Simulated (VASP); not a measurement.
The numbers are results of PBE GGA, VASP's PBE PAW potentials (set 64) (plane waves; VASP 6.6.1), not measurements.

Input for VASP

**POSCAR**
```
P
1
    1.6574941715    -5.5675179850     0.0000000000
    1.6574941715     5.5675179850     0.0000000000
    0.0000000000     0.0000000000     4.5436999431
P
4
Direct
  0.1017000000   0.8983000000   0.9194000000
  0.3983000000   0.6017000000   0.4194000000
  0.6017000000   0.3983000000   0.5806000000
  0.8983000000   0.1017000000   0.0806000000
```

KPOINTS:
```
Automatic mesh
0
gamma
  8 8 8
```

**INCAR**
```
! general
SYSTEM = P
PREC   = Normal
ENCUT  = 400
LREAL  = F   ! projection in real space or not
LASPH  = T   ! aspherical one-centre terms

! electronic loop
EDIFF  = 1E-5   ! SCF stop (eV)
NELM   = 100
NELMIN = 4
ALGO   = Fast   ! Davidson, then RMM-DIIS

! smearing
ISMEAR = 0
SIGMA  = 0.05   ! width (eV)

! functional
GGA    = PE

! ions
IBRION = 2   ! conjugate gradients
NSW    = 20
ISIF   = 2   ! forces and stress, cell fixed
EDIFFG = -0.03

! output
LWAVE  = T
LCHARG = F
```

POTCAR, in this order: P (PBE.64 set). Program: vasp_std.

Output

OSZICAR:
```
       N       E                     dE             d eps       ncg     rms          rms(c)
DAV:   1     0.560404798673E+02    0.56040E+02   -0.71691E+03  2940   0.971E+02
DAV:   2    -0.176096565773E+02   -0.73650E+02   -0.71376E+02  3886   0.160E+02
DAV:   3    -0.214270925352E+02   -0.38174E+01   -0.37983E+01  3992   0.398E+01
DAV:   4    -0.214816594100E+02   -0.54567E-01   -0.54486E-01  3774   0.554E+00
DAV:   5    -0.214828583316E+02   -0.11989E-02   -0.11986E-02  4096   0.742E-01    0.896E+00
RMM:   6    -0.213998795546E+02    0.82979E-01   -0.51313E-02  2940   0.126E+00    0.537E+00
RMM:   7    -0.213659257316E+02    0.33954E-01   -0.11968E-01  2980   0.202E+00    0.198E-01
RMM:   8    -0.213659184467E+02    0.72849E-05   -0.13276E-02  2940   0.858E-01    0.629E-02
RMM:   9    -0.213661160331E+02   -0.19759E-03   -0.26481E-03  3108   0.373E-01    0.796E-02
RMM:  10    -0.213661743547E+02   -0.58322E-04   -0.48562E-04  3134   0.168E-01    0.648E-02
RMM:  11    -0.213662029874E+02   -0.28633E-04   -0.13500E-04  2897   0.920E-02    0.691E-02
RMM:  12    -0.213662044831E+02   -0.14957E-05   -0.37956E-05  2341   0.435E-02
   1 F= -.21366204E+02 E0= -.21365966E+02  d E =-.213662E+02
       N       E                     dE             d eps       ncg     rms          rms(c)
DAV:   1    -0.214474194167E+02   -0.81216E-01   -0.41697E+00  2964   0.116E+01    0.126E+00
RMM:   2    -0.214657016114E+02   -0.18282E-01   -0.22134E-01  2940   0.345E+00    0.321E-01
RMM:   3    -0.214700360991E+02   -0.43345E-02   -0.43052E-02  2989   0.169E+00    0.198E-01
RMM:   4    -0.214705492287E+02   -0.51313E-03   -0.74533E-03  3195   0.717E-01    0.197E-01
RMM:   5    -0.214704956901E+02    0.53539E-04   -0.11621E-03  2976   0.292E-01    0.673E-02
RMM:   6    -0.214705428262E+02   -0.47136E-04   -0.41703E-04  2953   0.150E-01    0.317E-02
RMM:   7    -0.214705689429E+02   -0.26117E-04   -0.47638E-04  2924   0.108E-01    0.464E-02
RMM:   8    -0.214705326831E+02    0.36260E-04   -0.85886E-05  2749   0.606E-02    0.761E-03
RMM:   9    -0.214705321775E+02    0.50557E-06   -0.27007E-05  2156   0.300E-02
   2 F= -.21470532E+02 E0= -.21470529E+02  d E =-.104328E+00
       N       E                     dE             d eps       ncg     rms          rms(c)
DAV:   1    -0.214824531113E+02   -0.11920E-01   -0.24092E+00  3042   0.885E+00    0.926E-01
RMM:   2    -0.214931021052E+02   -0.10649E-01   -0.12541E-01  2940   0.262E+00    0.252E-01
RMM:   3    -0.214955569218E+02   -0.24548E-02   -0.24087E-02  2983   0.128E+00    0.175E-01
RMM:   4    -0.214958901305E+02   -0.33321E-03   -0.44443E-03  3215   0.549E-01    0.188E-01
RMM:   5    -0.214958759857E+02    0.14145E-04   -0.63601E-04  3042   0.217E-01    0.117E-01
RMM:   6    -0.214959054446E+02   -0.29459E-04   -0.60760E-04  2940   0.140E-01    0.669E-02
RMM:   7    -0.214958988051E+02    0.66394E-05   -0.62116E-05  2736   0.649E-02
   3 F= -.21495899E+02 E0= -.21495853E+02  d E =-.129694E+00
       N       E                     dE             d eps       ncg     rms          rms(c)
DAV:   1    -0.214993366653E+02   -0.34312E-02   -0.10641E+00  3438   0.603E+00    0.700E-01
RMM:   2    -0.215043950158E+02   -0.50584E-02   -0.51922E-02  2941   0.170E+00    0.223E-01
RMM:   3    -0.215052341010E+02   -0.83909E-03   -0.86506E-03  2986   0.783E-01    0.101E-01
RMM:   4    -0.215052940106E+02   -0.59910E-04   -0.15507E-03  3107   0.338E-01    0.536E-02
RMM:   5    -0.215053187236E+02   -0.24713E-04   -0.29796E-04  3043   0.140E-01    0.127E-02
RMM:   6    -0.215053242460E+02   -0.55225E-05   -0.71611E-05  2542   0.621E-02
   4 F= -.21505324E+02 E0= -.21505321E+02  d E =-.942544E-02
       N       E                     dE             d eps       ncg     rms          rms(c)
DAV:   1    -0.215056922905E+02   -0.37357E-03   -0.42364E-02  3492   0.121E+00    0.135E-01
RMM:   2    -0.215058994386E+02   -0.20715E-03   -0.21088E-03  2938   0.339E-01    0.435E-02
RMM:   3    -0.215059313746E+02   -0.31936E-04   -0.33948E-04  2916   0.155E-01    0.163E-02
RMM:   4    -0.215059338193E+02   -0.24447E-05   -0.61651E-05  2581   0.670E-02
   5 F= -.21505934E+02 E0= -.21505922E+02  d E =-.100350E-01
       N       E                     dE             d eps       ncg     rms          rms(c)
DAV:   1    -0.215059321028E+02   -0.72820E-06   -0.30090E-04  4002   0.106E-01    0.118E-02
RMM:   2    -0.215059334671E+02   -0.13643E-05   -0.13405E-05  1588   0.274E-02    0.424E-03
RMM:   3    -0.215059336003E+02   -0.13322E-06   -0.13726E-06  1261   0.106E-02    0.131E-03
RMM:   4    -0.215059336193E+02   -0.18992E-07   -0.96670E-08   475   0.518E-03
   6 F= -.21505934E+02 E0= -.21505923E+02  d E =-.100348E-01
       N       E                     dE             d eps       ncg     rms          rms(c)
DAV:   1    -0.215060190745E+02   -0.85474E-04   -0.67040E-03  2976   0.472E-01    0.453E-02
RMM:   2    -0.215060474025E+02   -0.28328E-04   -0.35841E-04  2939   0.140E-01    0.136E-02
RMM:   3    -0.215060541162E+02   -0.67137E-05   -0.74007E-05  2795   0.688E-02    0.121E-02
RMM:   4    -0.215060549330E+02   -0.81679E-06   -0.11696E-05  1715   0.292E-02
   7 F= -.21506055E+02 E0= -.21506042E+02  d E =-.121314E-03
```

**OUTCAR**
```
------------------------ aborting loop because EDIFF is reached ----------------------------------------
  FORCE on cell =-STRESS in cart. coord.  units (eV):
  Direction    XX          YY          ZZ          XY          YZ          ZX
  --------------------------------------------------------------------------------------
  Total       -0.1362777      0.1269204      0.0247917      0.0000000     -0.0000000      0.0000000
  in kB       -2.6036470      2.4248718      0.4736572      0.0000000     -0.0000000      0.0000000
  external PRESSURE =       0.0982940 kB  Pullay stress =       0.0000000 kB
  volume of cell :       83.86
      direct lattice vectors                 reciprocal lattice vectors
     1.657494172 -5.567517985  0.000000000     0.301660186 -0.089806625  0.000000000
     1.657494172  5.567517985  0.000000000     0.301660186  0.089806625  0.000000000
     0.000000000  0.000000000  4.543699943     0.000000000  0.000000000  0.220084956
 POSITION                                       TOTAL-FORCE (eV/Angst)
 -----------------------------------------------------------------------------------
      1.65749      4.50863      4.15131         0.000000     -0.005371      0.001577
      1.65749      1.05889      1.87946         0.000000      0.005371      0.001577
      1.65749     -1.05889      2.66424         0.000000     -0.005371     -0.001577
      1.65749     -4.50863      0.39239         0.000000      0.005371     -0.001577
 -----------------------------------------------------------------------------------
    total drift:                                0.000000     -0.000000      0.000000
  FREE ENERGIE OF THE ION-ELECTRON SYSTEM (eV)
  ---------------------------------------------------
  free  energy   TOTEN  =       -21.5060549330 eV

  energy  without entropy=      -21.5060287044  energy(sigma->0) =      -21.50604182

 reached required accuracy - stopping structural energy minimisation
```
(Selected blocks of OUTCAR.)

CONTCAR:
```
P
   1.00000000000000
     1.6574941715000000   -5.5675179850000003    0.0000000000000000
     1.6574941715000000    5.5675179850000003    0.0000000000000000
     0.0000000000000000    0.0000000000000000    4.5436999431000000
  P
     4
Direct
     0.0950950830182750    0.9049049169817251    0.9136407685899230
     0.4049049169817250    0.5950950830182749    0.4136407685899230
     0.5950950830182749    0.4049049169817250    0.5863592314100770
     0.9049049169817251    0.0950950830182750    0.0863592314100770
```

Without a dispersion term in the relaxation, distances and binding between the weakly bound layers, chains or molecules are unreliable, and so is what depends on them.

The compound is P in the black structure. This run relaxes the ions in a fixed cell. Symmetry was kept, so distortions that lower it aren't found.
